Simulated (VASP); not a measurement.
# ZrC: Zr into a neighbouring Zr vacancy, part 4 of 4

How hard is this move in ZrC: Zr into a neighbouring Zr vacancy? Both ends are relaxed first, then a band of images between them. The start is a cell from a database of measured crystal structures.

VASP 6.6.1; PBEsol; plane waves and PAW (Zr_sv, C).

So far. Step 3 (Relax the start): The run ended after 9 ionic steps, 0.392 eV below its first step, once the forces on the free atoms met EDIFFG = -0.05. Step 4 (Relax the end): The run ended after 6 ionic steps, 0.314 eV below its first step, once the forces on the free atoms met EDIFFG = -0.05.

The database entry behind the starting cell differs from later determinations by our own check (an axis about 0.7 % long against later determinations), so it need not match the best structure at ambient conditions.

### Step 5. Nudged elastic band

Images on a straight line between the ends relax across the path, while springs keep them spaced along it.

Contents of INCAR:

```
SYSTEM = Zr7C8
PREC = Normal
ENCUT = 400
EDIFF = 1E-05
NELM = 120
ISMEAR = 1
SIGMA = 0.15
LREAL = Auto
ALGO = Fast
GGA = PS
NBANDS = 73
LASPH = .TRUE.
LWAVE = .FALSE.
LCHARG = .FALSE.
IMAGES = 3
SPRING = -5
IBRION = 1
POTIM = 0.3
NSW = 60
EDIFFG = -0.05
ISYM = 0
ISIF = 0
```

Contents of POSCAR:

```
Zr7C8
1.0
    0.0000000000      4.6716499880      4.6716499880
    4.6716499880      0.0000000000      4.6716499880
    4.6716499880      4.6716499880      0.0000000000
Zr C
7 8
Direct
    0.2500006893      0.2504948065      0.7493826953
    0.2502105309      0.7500049907      0.2491639868
    0.2503112838      0.7503522467      0.7488288282
    0.7501866201      0.2502655746      0.2490099457
    0.7503980770      0.2502538572      0.7488699008
    0.7501465437      0.7503247734      0.2491662351
    0.7499268214      0.7505044092      0.7492090045
    0.0006096360      0.9999707967      0.9990281242
    0.9912411798      0.9911844834      0.5077361568
    0.9910130827      0.5096034467      0.9902165095
    0.9909625573      0.5096449114      0.5085016876
    0.5086669356      0.9916013126      0.9909101709
    0.5087058680      0.9917708013      0.5079450467
    0.5088846862      0.5091810626      0.9900161451
    0.5003986833      0.5002105257      0.4987476080
```

Contents of KPOINTS:

```
Automatic mesh
0
Gamma
3 3 3
0 0 0
```

Contents of 00/POSCAR:

```
Zr7C8
1.0
    0.0000000000      4.6716499880      4.6716499880
    4.6716499880      0.0000000000      4.6716499880
    4.6716499880      4.6716499880      0.0000000000
Zr C
7 8
Direct
    0.2500006893      0.2504948065      0.7493826953
    0.2502105309      0.7500049907      0.2491639868
    0.2503112838      0.7503522467      0.7488288282
    0.7501866201      0.2502655746      0.2490099457
    0.7503980770      0.2502538572      0.7488699008
    0.7501465437      0.7503247734      0.2491662351
    0.7499268214      0.7505044092      0.7492090045
    0.0006096360      0.9999707967      0.9990281242
    0.9912411798      0.9911844834      0.5077361568
    0.9910130827      0.5096034467      0.9902165095
    0.9909625573      0.5096449114      0.5085016876
    0.5086669356      0.9916013126      0.9909101709
    0.5087058680      0.9917708013      0.5079450467
    0.5088846862      0.5091810626      0.9900161451
    0.5003986833      0.5002105257      0.4987476080
```

Contents of 01/POSCAR:

```
Zr7C8
1.0
    0.0000000000      4.6716499880      4.6716499880
    4.6716499880      0.0000000000      4.6716499880
    4.6716499880      4.6716499880      0.0000000000
Zr C
7 8
Direct
    0.2497765610      0.2502038706      0.6248863640
    0.2499757448      0.7498347218      0.2496672156
    0.2500609746      0.7500819463      0.7493713890
    0.7500353008      0.2499544317      0.2495353149
    0.7501104674      0.2500098437      0.7494165294
    0.7498902803      0.7500179934      0.2496254634
    0.7497675269      0.7502098226      0.7496438063
   -0.0020060729      0.9973964165      1.0019643071
    0.9932444874      0.9931678044      0.5061656980
    0.9909134479      0.5091497932      0.9950335329
    0.9906846504      0.5093798308      0.5043812338
    0.5084203775      0.9913935530      0.9956164219
    0.5085501941      0.9914372340      0.5039855902
    0.5064907586      0.5066957678      0.9928750397
    0.5025126722      0.5022387492      0.4970391180
```

Contents of 02/POSCAR:

```
Zr7C8
1.0
    0.0000000000      4.6716499880      4.6716499880
    4.6716499880      0.0000000000      4.6716499880
    4.6716499880      4.6716499880      0.0000000000
Zr C
7 8
Direct
    0.2495524326      0.2499129348      0.5003900327
    0.2497409587      0.7496644530      0.2501704444
    0.2498106654      0.7498116458      0.7499139498
    0.7498839816      0.2496432888      0.2500606842
    0.7498228578      0.2497658302      0.7499631581
    0.7496340168      0.7497112134      0.2500846918
    0.7496082324      0.7499152360      0.7500786082
   -0.0046217818      0.9948220363      1.0049004900
    0.9952477950      0.9951511255      0.5045952392
    0.9908138131      0.5086961397      0.9998505564
    0.9904067434      0.5091147501      0.5002607800
    0.5081738194      0.9911857934      1.0003226729
    0.5083945202      0.9911036668      0.5000261337
    0.5040968310      0.5042104730      0.9957339344
    0.5046266612      0.5042669728      0.4953306280
```

Contents of 03/POSCAR:

```
Zr7C8
1.0
    0.0000000000      4.6716499880      4.6716499880
    4.6716499880      0.0000000000      4.6716499880
    4.6716499880      4.6716499880      0.0000000000
Zr C
7 8
Direct
    0.2493283043      0.2496219990      0.3758937014
    0.2495061726      0.7494941841      0.2506736731
    0.2495603562      0.7495413454      0.7504565105
    0.7497326623      0.2493321458      0.2505860534
    0.7495352482      0.2495218167      0.7505097868
    0.7493777534      0.7494044334      0.2505439201
    0.7494489379      0.7496206493      0.7505134100
   -0.0072374908      0.9922476561      1.0078366728
    0.9972511026      0.9971344466      0.5030247804
    0.9907141783      0.5082424862      1.0046675798
    0.9901288364      0.5088496694      0.4961403261
    0.5079272612      0.9909780338      1.0050289239
    0.5082388464      0.9907700995      0.4960666772
    0.5017029035      0.5017251782      0.9985928290
    0.5067406501      0.5062951963      0.4936221380
```

Contents of 04/POSCAR:

```
Zr7C8
1.0
    0.0000000000      4.6716499880      4.6716499880
    4.6716499880      0.0000000000      4.6716499880
    4.6716499880      4.6716499880      0.0000000000
Zr C
7 8
Direct
    0.2491041760      0.2493310631      0.2513973701
    0.2492713865      0.7493239152      0.2511769019
    0.2493100470      0.7492710450      0.7509990713
    0.7495813430      0.2490210029      0.2511114226
    0.7492476386      0.2492778032      0.7510564154
    0.7491214900      0.7490976534      0.2510031484
    0.7492896434      0.7493260627      0.7509482118
   -0.0098531997      0.9896732759      1.0107728557
    0.9992544102      0.9991177676      0.5014543216
    0.9906145435      0.5077888327      1.0094846032
    0.9898509295      0.5085845888      0.4920198723
    0.5076807031      0.9907702742      1.0097351749
    0.5080831725      0.9904365322      0.4921072207
    0.4993089759      0.4992398834      1.0014517236
    0.5088546390      0.5083234198      0.4919136480
```

The projector-augmented-wave data sets are Zr_sv and C (PBE family, release 64).

On the command line:

```
$ mpirun -np 3 vasp_std
```

Output:

```text
[banner, memory and clock lines left out]
running    3 mpi-ranks, on    1 nodes
 each image running on    1 cores
[...]
01/POSCAR found :  2 types and      15 ions
 [... a notice as in an earlier step ...]

 LDA part: xc-table for (Slater+PW92), standard interpolation
[...]
00/POSCAR found :  2 types and      15 ions
[...]
04/POSCAR found :  2 types and      15 ions
 POSCAR, INCAR and KPOINTS ok, starting setup
[...]
entering main loop
       N       E                     dE             d eps       ncg     rms          rms(c)
DAV:   1     0.951493131106E+03    0.95149E+03   -0.53147E+04  2044   0.131E+03
DAV:   2    -0.619397746305E+02   -0.10134E+04   -0.98030E+03  2362   0.412E+02
DAV:   3    -0.153880304752E+03   -0.91941E+02   -0.90137E+02  2984   0.100E+02
DAV:   4    -0.162130739905E+03   -0.82504E+01   -0.82305E+01  3096   0.263E+01
[...]
RMM:  18    -0.142015311943E+03   -0.29895E-04   -0.26863E-04  2940   0.401E-02    0.827E-03
RMM:  19    -0.142015321152E+03   -0.92081E-05   -0.11327E-04  2567   0.286E-02    0.107E-02
RMM:  20    -0.142015327067E+03   -0.59156E-05   -0.52369E-05  1871   0.210E-02
   1 F= -.14201533E+03 E0= -.14201510E+03  d E =-.142015E+03
[... from here on, the cycles between the ionic steps are left out ...]
   2 F= -.14337365E+03 E0= -.14337385E+03  d E =-.135832E+01
[...]
WARNING in EDDRMM: call to ZHEGV failed, returncode =   6  3     28
[...]
WARNING in EDDRMM: call to ZHEGV failed, returncode =   8  4     24
[...]
WARNING in EDDRMM: call to ZHEGV failed, returncode =   8  4     20
WARNING in EDDRMM: call to ZHEGV failed, returncode =   8  4     24
[...]
WARNING in EDDRMM: call to ZHEGV failed, returncode =   8  4     57
[...]
WARNING in EDDRMM: call to ZHEGV failed, returncode =   6  3     50
[...]
WARNING in EDDRMM: call to ZHEGV failed, returncode =   8  4     22
[...]
WARNING in EDDRMM: call to ZHEGV failed, returncode =   6  3     22
WARNING in EDDRMM: call to ZHEGV failed, returncode =   8  4     22
   6 F= -.14406929E+03 E0= -.14407301E+03  d E =-.608076E-01
[...]
WARNING in EDDRMM: call to ZHEGV failed, returncode =   8  4     45
[...]
WARNING in EDDRMM: call to ZHEGV failed, returncode =   6  3     37
[...]
WARNING in EDDRMM: call to ZHEGV failed, returncode =   8  4     29
[...]
WARNING in EDDRMM: call to ZHEGV failed, returncode =   8  4     15
[...]
WARNING in EDDRMM: call to ZHEGV failed, returncode =   6  3     44
WARNING in EDDRMM: call to ZHEGV failed, returncode =   8  4     44
[...]
WARNING in EDDRMM: call to ZHEGV failed, returncode =   8  4     15
[...]
WARNING in EDDRMM: call to ZHEGV failed, returncode =   6  3     40
[...]
WARNING in EDDRMM: call to ZHEGV failed, returncode =   6  3     23
[...]
WARNING in EDDRMM: call to ZHEGV failed, returncode =   8  4     18
  11 F= -.14473469E+03 E0= -.14473719E+03  d E =-.253474E+00
[...]
WARNING in EDDRMM: call to ZHEGV failed, returncode =   6  3     29
[...]
WARNING in EDDRMM: call to ZHEGV failed, returncode =   6  3     56
[...]
WARNING in EDDRMM: call to ZHEGV failed, returncode =   8  4     43
[...]
WARNING in EDDRMM: call to ZHEGV failed, returncode =   8  4     39
[...]
WARNING in EDDRMM: call to ZHEGV failed, returncode =   6  3     18
WARNING in EDDRMM: call to ZHEGV failed, returncode =   6  3     32
[...]
WARNING in EDDRMM: call to ZHEGV failed, returncode =   6  3     16
[...]
WARNING in EDDRMM: call to ZHEGV failed, returncode =   6  3     17
[...]
WARNING in EDDRMM: call to ZHEGV failed, returncode =   6  3     29
[...]
WARNING in EDDRMM: call to ZHEGV failed, returncode =   6  3     10
[...]
WARNING in EDDRMM: call to ZHEGV failed, returncode =   8  4     11
  16 F= -.14593993E+03 E0= -.14594042E+03  d E =0.446473E-01
  21 F= -.14599578E+03 E0= -.14599648E+03  d E =-.134575E-01
  26 F= -.14600694E+03 E0= -.14600766E+03  d E =0.317041E-02
[...]
WARNING in EDDRMM: call to ZHEGV failed, returncode =   6  3     58
[...]
WARNING in EDDRMM: call to ZHEGV failed, returncode =   6  3     55
  31 F= -.14600933E+03 E0= -.14601005E+03  d E =-.450634E-02
[...]
WARNING in EDDRMM: call to ZHEGV failed, returncode =   6  3     41
  36 F= -.14600258E+03 E0= -.14600326E+03  d E =-.456719E-02
[...]
WARNING in EDDRMM: call to ZHEGV failed, returncode =   6  3     30
[...]
WARNING in EDDRMM: call to ZHEGV failed, returncode =   8  4     20
[...]
WARNING in EDDRMM: call to ZHEGV failed, returncode =   6  3     39
  41 F= -.14602920E+03 E0= -.14602993E+03  d E =-.153636E-01
[...]
WARNING in EDDRMM: call to ZHEGV failed, returncode =   6  3     47
  46 F= -.14603091E+03 E0= -.14603165E+03  d E =0.650532E-02
[...]
WARNING in EDDRMM: call to ZHEGV failed, returncode =   8  4     40
  51 F= -.14604111E+03 E0= -.14604185E+03  d E =-.762318E-06
[...]
WARNING in EDDRMM: call to ZHEGV failed, returncode =   6  3     52
  56 F= -.14604448E+03 E0= -.14604523E+03  d E =-.249489E-03
[...]
WARNING in EDDRMM: call to ZHEGV failed, returncode =   6  3     16
WARNING in EDDRMM: call to ZHEGV failed, returncode =   8  4     10
[...]
WARNING in EDDRMM: call to ZHEGV failed, returncode =   6  3     21
  59 F= -.14604925E+03 E0= -.14604999E+03  d E =-.928168E-03
[...]
WARNING in EDDRMM: call to ZHEGV failed, returncode =   8  4     52
  60 F= -.14604760E+03 E0= -.14604834E+03  d E =0.164857E-02
 BRION: g(F)=  0.306E-02 g(S)=  0.000E+00 retain N=  1 mean eig= 1.98
 eig:   1.982
```

Elapsed: 56 min, on 3 MPI ranks of Intel Xeon Platinum 8259CL at 2.50GHz (Skylake/Cascade Lake), shared host; peak memory 0.69 GiB.

Parts of OUTCAR (step 5):

```text
  tangential force (eV/A)        -0.494776
  left and right image   3.431579  3.433954 A

  tangential force (eV/A)        -0.411603
  left and right image   3.414747  3.420909 A

 k-point     1 :       0.0000    0.0000    0.0000
  band No.  band energies     occupation
    ...
     50       6.4875      2.00000
     51       6.5111      2.00000
     52       7.1670      2.00000
     53       7.1743      2.00000
     54       7.1758      2.00000
     55       8.3670     -0.00000
     56       8.3722     -0.00000
     57       8.3737     -0.00000
     58       8.4073     -0.00000
     59       8.4092     -0.00000
    ...

 POSITION                                       TOTAL-FORCE (eV/Angst)
 -----------------------------------------------------------------------------------
      4.00414      4.00759      2.29964         0.352635      0.360049      0.000343
      4.05111      1.70862      4.64825        -0.042068     -0.011491     -0.057672
      6.37622      4.05459      4.62262        -0.005522     -0.037782      0.057837
      1.70423      4.05504      4.64830        -0.001536     -0.044052     -0.055886
      4.05112      6.38004      4.62297        -0.040294     -0.008852      0.053724
      4.04802      4.05145      6.97142        -0.014814     -0.007574     -0.000327
      6.38482      6.38800      6.97127        -0.038595     -0.029514      0.000361
      4.04362      4.04794      9.31024        -0.002130     -0.003660     -0.011991
      6.39352      6.39660      9.22863        -0.058212     -0.054250     -0.040016
      6.37828      8.64122      6.97151        -0.048885     -0.023993      0.002631
      4.13949      6.37345      6.97203        -0.076695      0.051676     -0.001209
      8.63852      6.38266      6.97180        -0.028380     -0.053041     -0.000461
      6.36898      4.14331      6.97190         0.058104     -0.079309     -0.003880
      6.39298      6.39658      4.71352        -0.050741     -0.049968      0.044457
      4.04374      4.04833      4.63382        -0.002866     -0.008240      0.012090
 -----------------------------------------------------------------------------------
    total drift:                               -0.008705      0.000005      0.000634

  FREE ENERGIE OF THE ION-ELECTRON SYSTEM (eV)
  ---------------------------------------------------
  free  energy   TOTEN  =      -146.0475968239 eV

  energy  without entropy=     -146.0498210899  energy(sigma->0) =     -146.04833825

  tangential force (eV/A)        -0.478967
  left and right image   3.411996  3.415940 A

[... 5 parts as in an earlier step ...]

[... 10 further parts left out ...]
[key lines of the parts left out:]
E-fermi :   7.7398
```

The band used up its steps before its forces met the threshold, so no barrier is taken from it.

### Step 6. What came out

| Item | Value |
| --- | --- |
| result | none |

The session ends without its result: «nudged elastic band» used up its steps.

[Lines on the potential files, build, host, timing and source positions are cut from VASP's logs without a mark.]

[Logs are printed without paths, hosts, clocks, repeated set-up lines and the standing remarks that a program may print on its own settings, such as how far it seeks lower states.]

[Hosts, paths, dates, database ids (printed as entryN), source tags and the programs' standing remarks are cut or masked in the printed files.]

[Runs that stopped without an error message from VASP are left out.]
